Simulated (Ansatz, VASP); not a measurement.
# ZnCu2SnSe4 in two plane-wave programs

One calculation is typed for both programs; each brings its own data sets and cutoff. How far apart do they land?

Method: plane waves, with VASP 6.6.1 beside it; band structure at PBE, in Ansatz 0.2.0.

### Step 1. Set-up

Symmetry: I-4, No. 82, tetragonal system. The conventional cell has a = 5.771 Å, b = 5.771 Å, c = 11.480 Å, α = 90.00°, β = 90.00°, γ = 90.00°. Nearest to Zn lie 4 Se at 2.49 Å. Nearest to Cu lie 4 Se at 2.44 Å. Cu has 4 Se at 2.44 Å nearest. Nearest to Sn lie 4 Se at 2.62 Å. Nearest to Se lie 2 Cu at 2.44 Å and 1 Zn at 2.49 Å and 1 Sn at 2.62 Å. Farther neighbours and most contacts between anions are not listed.

### Step 2. Ansatz: band structure, PBE

Ansatz runs on its default PAW (the set named soft_2) files.

The same path points are solved in both programs, so levels can be compared one by one.

The input, input.yaml:

```yaml
crystal:
  lattice:
    - [-2.885637, 2.885637, 5.739831]
    - [2.885637, -2.885637, 5.739831]
    - [2.885637, 2.885637, -5.739831]
  atoms:
    - { symbol: Zn, position: [0.75, 0.25, 0.5] }
    - { symbol: Cu, position: [0.25, 0.75, 0.5] }
    - { symbol: Cu, position: [0.0, 0.0, 0.0] }
    - { symbol: Sn, position: [0.5, 0.5, 0.0] }
    - { symbol: Se, position: [0.629754, 0.636534, 0.526247] }
    - { symbol: Se, position: [0.110287, 0.103507, 0.473753] }
    - { symbol: Se, position: [0.896493, 0.370246, 0.00678] }
    - { symbol: Se, position: [0.363466, 0.889713, 0.99322] }
hamiltonian:
  xc: pbe
  pseudopotentials: { kind: paw }
kpoints:
  mp_grid: { grid: [4, 4, 4] }
  band_path:
    path:
      - [0.0, 0.0, 0.0]
      - [0.0, 0.0, 0.21429]
      - [0.0, 0.0, 0.42857]
      - [-0.01805, 0.01805, 0.5]
      - [-0.07221, 0.07221, 0.5]
      - [-0.12637, 0.12637, 0.5]
      - [-0.17975, 0.17975, 0.44662]
      - [-0.25981, 0.25981, 0.36656]
      - [-0.31319, 0.31319, 0.31319]
      - [-0.17896, 0.17896, 0.17896]
      - [-0.04474, 0.04474, 0.04474]
      - [0.07143, 0.07143, -0.07143]
      - [0.28571, 0.28571, -0.28571]
      - [0.5, 0.5, -0.5]
      - [0.44662, 0.55338, -0.44662]
      - [0.36656, 0.63344, -0.36656]
      - [0.31319, 0.68681, -0.31319]
      - [0.17896, 0.60675, -0.17896]
      - [0.04474, 0.52669, -0.04474]
      - [0.03571, 0.46429, 0.03571]
      - [0.14286, 0.35714, 0.14286]
      - [0.25, 0.25, 0.25]
      - [0.32143, 0.32143, 0.14246]
      - [0.42857, 0.42857, -0.01884]
      - [0.5, 0.5, -0.12637]
      - [0.5, 0.5, -0.2865]
      - [0.5, 0.5, -0.44662]
      - [0.03571, 0.03571, 0.46429]
      - [0.14286, 0.14286, 0.35714]
      - [0.25, 0.25, 0.25]
    npoints: 1
scf:
  occupations: { method: gaussian, width: 0.01 }
  n_extra_bands: 10
output:
  forces: true
  stress: true
  eigenvalues: true
  write_density: true
  write_potential: true
  elf: true
  volumetric_format: npy
```

The run is started by

```bash
$ ansatz run input.yaml --threads 4 --pin off --max-ram 9216MiB --backend cpu --events-out ev --progress --plain --runs-dir out
```

Numbers of over 12 decimals in the logs are rounded to 6 here.

Log:

```text
scf.n_extra_bands = 10 over 64 filled bands (N_el = 128.0): the run solves 74 bands
Engine: ansatz 0.2.0, aarch64-unknown-linux-gnu
Pseudopotentials: kind: paw
Pseudopotential: Zn, paw, valence charge 12, recommended cutoff 420 eV (normal), Zn.paw.azcp
Pseudopotential: Cu, paw, valence charge 19, recommended cutoff 420 eV (normal), Cu.paw.azcp
Pseudopotential: Sn, paw, valence charge 14, recommended cutoff 420 eV (normal), Sn.paw.azcp
Pseudopotential: Se, paw, valence charge 16, recommended cutoff 420 eV (normal), Se.paw.azcp
Functional definition: PBE
  parameter kappa = 0.804
  parameter beta = 0.066725
  exchange = pbe_x(kappa = kappa, mu = beta*pi^2/3)
  correlation = pbe_c(beta = beta)
Crystal: 8 atoms, lattice volume = 191.180 Å³
Basis set: ecut = 420 eV, 3739 PW (Γ), exchange–correlation on 96×96×96 points (8 copies of the dense FFT grid, shifted against one another)
Bands: 74, of which v1, the nominal top of the filled ones, is band 64 counted from 1 (63 counted from 0)
Symmetry: 4 space group operations
Space group: I-4 (ITA 82), of the structure as read, at distance tolerance 5.8e-5 Å
k-points: 14 of 64 (time reversal used)
Non-local potential: Zn, projectors of the file, l = 0: 2, l = 1: 2, l = 2: 3, l = 3: 1
Non-local potential: Cu, projectors of the file, l = 0: 3, l = 1: 2, l = 2: 3, l = 3: 1
Non-local potential: Sn, projectors of the file, l = 0: 2, l = 1: 2, l = 2: 2, l = 3: 2
Non-local potential: Se, projectors of the file, l = 0: 2, l = 1: 2, l = 2: 3, l = 3: 1
PAW form: soft (Blöchl's): semilocal exchange-correlation on the pseudo side does not see the compensation charge
PAW one-centre angular grid: Zn, 590 points (default); XC on 64 Gauss nodes
PAW one-centre angular grid: Cu, 590 points (default); XC on 64 Gauss nodes
PAW one-centre angular grid: Sn, 590 points (default); XC on 64 Gauss nodes
PAW one-centre angular grid: Se, 590 points (default); XC on 64 Gauss nodes
Initial density: superposition of atomic densities (neutral atoms: chi_scale 0, normalization atom), corrected by the library's trained network
Initial wavefunctions: pseudopotential atomic-orbital guess
Functional: x = pbe(κ = 0.804, μ = 0.219515), c = pbe(β = 0.066725)
SCF iter   1: F=—  HF=-44473.034515 eV  |F-HF|=—  |Δ(HF+E_count)|=         —  Δρ=1.19e-3  dr2=2.37e-3  ethr=1.77e-3  ⟨swp⟩=6.1  Hψ=3733  notcnv=0  defer=1
preconditioner: auto → Resta (q_TF=auto, 2.552 Å⁻¹)  ε∞=5.2  [insulator: Δε(μ)=0.050 eV  Ē_g=11.062 eV  σ=0.010 eV  W_gap=1.00  n_scr=60 (ndim 8)  ℏωp=22.8 eV  f_vac=0.138  D(μ)=0.01/eV (n_scr^D=0)  ε∞_Penn≈5.2]
SCF iter   2: F=—  HF=-44473.035099 eV  |F-HF|=—  |Δ(HF+E_count)|=   5.84e-4  Δρ=1.19e-3  dr2=1.53e-3  ethr=1.85e-6  ⟨swp⟩=3.0  Hψ=2403  notcnv=0  defer=64
SCF iter   3: F=—  HF=-44473.034877 eV  |F-HF|=—  |Δ(HF+E_count)|=   2.23e-4  Δρ=5.50e-4  dr2=5.17e-4  ethr=1.19e-6  ⟨swp⟩=2.0  Hψ=1928  notcnv=0  defer=64
SCF iter   4: F=—  HF=-44473.034898 eV  |F-HF|=—  |Δ(HF+E_count)|=   2.14e-5  Δρ=1.87e-4  dr2=6.50e-5  ethr=4.04e-7  ⟨swp⟩=2.0  Hψ=1342  notcnv=0  defer=64
SCF iter   5: F=—  HF=-44473.034891 eV  |F-HF|=—  |Δ(HF+E_count)|=   7.43e-6  Δρ=1.10e-4  dr2=2.29e-5  ethr=5.08e-8  ⟨swp⟩=2.0  Hψ=1350  notcnv=0  defer=64
SCF iter   6: F=—  HF=-44473.034895 eV  |F-HF|=—  |Δ(HF+E_count)|=   4.17e-6  Δρ=7.57e-5  dr2=1.05e-5  ethr=1.79e-8  ⟨swp⟩=2.0  Hψ=1864  notcnv=0  defer=64
SCF iter   7: F=—  HF=-44473.034896 eV  |F-HF|=—  |Δ(HF+E_count)|=   1.54e-6  Δρ=2.56e-5  dr2=2.29e-6  ethr=8.24e-9  ⟨swp⟩=2.0  Hψ=1336  notcnv=0  defer=64
SCF iter   8: F=—  HF=-44473.034898 eV  |F-HF|=—  |Δ(HF+E_count)|=   1.34e-6  Δρ=1.27e-5  dr2=4.29e-7  ethr=1.79e-9  ⟨swp⟩=2.0  Hψ=1406  notcnv=0  defer=64
SCF iter   9: F=-44473.034898 eV  HF=-44473.034898 eV  |F-HF|=1.11e-8  |Δ(HF+E_count)|=   3.70e-7  Δρ=5.68e-6  dr2=5.88e-8  ethr=7.81e-11  ⟨swp⟩=10.5  Hψ=7755  notcnv=0
SCF 1 converged in 9 iterations: F = -44473.034898 eV  dr2 = 5.88e-8
  greatest PAW one-centre occupation: 1.000 electrons in one spin orbital (limit 2), on the Cu atom at site 2 (counted from 0), in its partial waves of l = 0
NSCF: frozen V_eff on 30 k-points
SCF converged after 9 iterations
Free energy (F): -44473.034898 eV
Harris-Foulkes:  -44473.034898 eV  (|F-HF|=1.11e-8)
Internal energy: -44473.034896 eV  (E = F + TS)
E sigma→0 (E₀):  -44473.034897 eV
Entropy (-TS):   -0.000002 eV (-0.000 meV/atom)
Fermi energy:    8.163150 eV
--- Per-component energies (eV) ---
  E_band       = -2669.645137
  E_kinetic    = 1389.727784
  E_local      = -24466.933805  (includes V_loc(G=0)·N_el)
  E_nonlocal   = -1001.812030
  E_hartree    = 11494.340952
  E_xc         = -1111.040221
  E_vxc        = -765.842717  (∫ρ·V_xc dr)
  E_paw        = -16953.828379  (= ΣΔE_a)
  E_vpaw       = -813.446226  (= ΣTr[D̂ρ^β])
  E_aug_tail   = -0.002091  (compensation charges beyond the density's cutoff)
  E_ewald      = -13823.487106
  E_smearing   = -0.000002  (= −TS)
  E_closure    = 0.000000  (closes the sum)
  Σ components = -44473.034898   (vs F -44473.034898, Δ=0.00e0)
--- Forces (eV/Å), atoms counted from 1 ---
  atom   1  Zn    -0.00000000     0.00000000     0.00000000
  atom   2  Cu     0.00000000    -0.00000000     0.00000000
  atom   3  Cu    -0.00000000    -0.00000000     0.00000000
  atom   4  Sn     0.00000000    -0.00000000     0.00000000
  atom   5  Se     0.10341630    -0.00466822    -0.02820437
  atom   6  Se    -0.10341630     0.00466822    -0.02820437
  atom   7  Se     0.00466822     0.10341630     0.02820437
  atom   8  Se    -0.00466822    -0.10341630     0.02820437
  max |Σ_I F_I| component: 2.78e-17 eV/Å
--- Stress (GPa, compression-positive) ---
        0.125756      -0.000000      -0.000000
        0.000000       0.125756      -0.000000
       -0.000000      -0.000000       0.196928
  P = ⅓ Tr σ = 0.1495 GPa (1.495 kbar)
--- Band table (eV; the first three rows and the last of 14) ---
  k-point 0: bands = [... 60 lower, 6.6978, 7.8822, 8.1399, 8.1399, 8.1850, 9.9248, 10.4327, 11.5605, ... 6 higher]
  k-point 1: bands = [... 60 lower, 6.8326, 7.0444, 7.5713, 7.9956, 9.0429, 10.7439, 10.9429, 11.3084, ... 6 higher]
  k-point 2: bands = [... 60 lower, 7.3251, 7.4424, 7.6466, 7.7920, 8.3288, 9.9511, 10.7418, 11.8192, ... 6 higher]
  k-point 13: bands = [... 60 lower, 7.0780, 7.0780, 7.3082, 7.3082, 9.0454, 9.9918, 9.9918, 10.2041, ... 6 higher]
```

Wall time 15 s (4 threads of Arm Neoverse V2, shared host); peak memory 0.88 GiB.

Reading the cycles: dr2 is the Hartree energy of the density residual (eV), the measure of convergence; HF is the Harris–Foulkes estimate of the energy, which meets the free energy F at convergence.

(Continued in part 2 of 2.)

[Lines on the potential files, build, host, timing and source positions are cut from VASP's logs without a mark.]

[Logs are printed without paths, hosts, clocks, repeated set-up lines and the standing remarks that a program may print on its own settings, such as how far it seeks lower states.]

[Hosts, paths, dates, database ids (printed as entryN), source tags and the programs' standing remarks are cut or masked in the printed files.]
